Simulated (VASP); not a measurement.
Calculation: LDA (Ceperley-Alder, Perdew-Zunger), VASP's LDA PAW potentials (set 64) (plane waves; VASP 6.6.1).

VASP ran on this input.

### KPOINTS
```
Automatic mesh
0
Gamma
  7 7 7
```

### INCAR
```
SYSTEM  =  InP
PREC  =  Accurate; ENCUT  =  400; LREAL  =  .False.
LASPH  =  .True.
EDIFF  =  1E-8; NELM  =  100; ALGO  =  Normal
LMAXMIX  =  4
ISMEAR  =  0; SIGMA  =  0.05
IBRION  =  1; NSW  =  30; ISIF  =  2
EDIFFG  =  -0.001
LWAVE  =  .False.; LCHARG  =  .False.
```

File POSCAR:
```
InP
1
    0.0000000000     2.9138754653     2.9138754653
    2.9138754653     0.0000000000     2.9138754653
    2.9138754653     2.9138754653     0.0000000000
In P
1 1
Direct
  0.0000000000   0.0000000000   0.0000000000
  0.2500000000   0.2500000000   0.2500000000
```

POTCAR, in this order: In_d P (LDA.64 set). Program: vasp_std.

Output

### OSZICAR
```
       N       E                     dE             d eps       ncg     rms          rms(c)
DAV:   1     0.100304409651E+03    0.10030E+03   -0.74548E+03   541   0.128E+03
DAV:   2    -0.324032318057E+01   -0.10354E+03   -0.10078E+03   550   0.304E+02
DAV:   3    -0.991964665964E+01   -0.66793E+01   -0.66352E+01   675   0.831E+01
DAV:   4    -0.101048580709E+02   -0.18521E+00   -0.18514E+00   615   0.153E+01
DAV:   5    -0.101143036027E+02   -0.94455E-02   -0.94453E-02   779   0.285E+00    0.597E+00
DAV:   6    -0.971746080576E+01    0.39684E+00   -0.71734E-01   763   0.158E+01    0.362E+00
DAV:   7    -0.967419993528E+01    0.43261E-01   -0.18080E-01   713   0.381E+00    0.118E+00
DAV:   8    -0.966892986437E+01    0.52701E-02   -0.15300E-02   713   0.173E+00    0.450E-01
DAV:   9    -0.966860237693E+01    0.32749E-03   -0.16226E-03   670   0.623E-01    0.193E-01
DAV:  10    -0.966860912559E+01   -0.67487E-05   -0.15326E-04   641   0.101E-01    0.120E-01
DAV:  11    -0.966861257542E+01   -0.34498E-05   -0.24786E-05   761   0.650E-02    0.393E-02
DAV:  12    -0.966861090855E+01    0.16669E-05   -0.70776E-06   620   0.507E-02    0.175E-02
DAV:  13    -0.966861086686E+01    0.41698E-07   -0.32737E-07   632   0.525E-03    0.160E-02
DAV:  14    -0.966861080280E+01    0.64058E-07   -0.10337E-07   660   0.505E-03    0.564E-03
DAV:  15    -0.966861078199E+01    0.20809E-07   -0.56554E-08   625   0.216E-03    0.161E-03
DAV:  16    -0.966861078206E+01   -0.66393E-10   -0.13184E-09   295   0.322E-04
   1 F= -.96686108E+01 E0= -.96686108E+01  d E =-.966861E+01
```

### OUTCAR
```
------------------------ aborting loop because EDIFF is reached ----------------------------------------
  FORCE on cell =-STRESS in cart. coord.  units (eV):
  Direction    XX          YY          ZZ          XY          YZ          ZX
  --------------------------------------------------------------------------------------
  Total       -0.0055338     -0.0055338     -0.0055338      0.0000000      0.0000000      0.0000000
  in kB       -0.1791792     -0.1791792     -0.1791792      0.0000000      0.0000000      0.0000000
  external PRESSURE =      -0.1791792 kB  Pullay stress =       0.0000000 kB
  volume of cell :       49.48
      direct lattice vectors                 reciprocal lattice vectors
     0.000000000  2.913875465  2.913875465    -0.171592783  0.171592783  0.171592783
     2.913875465  0.000000000  2.913875465     0.171592783 -0.171592783  0.171592783
     2.913875465  2.913875465  0.000000000     0.171592783  0.171592783 -0.171592783
  FREE ENERGIE OF THE ION-ELECTRON SYSTEM (eV)
  ---------------------------------------------------
  free  energy   TOTEN  =        -9.6686107821 eV

  energy  without entropy=       -9.6686107821  energy(sigma->0) =       -9.66861078

 reached required accuracy - stopping structural energy minimisation
```
(Selected blocks of OUTCAR.)

The compound is InP in the zinc blende structure. It was relaxed first. The start is the result of an earlier pass.
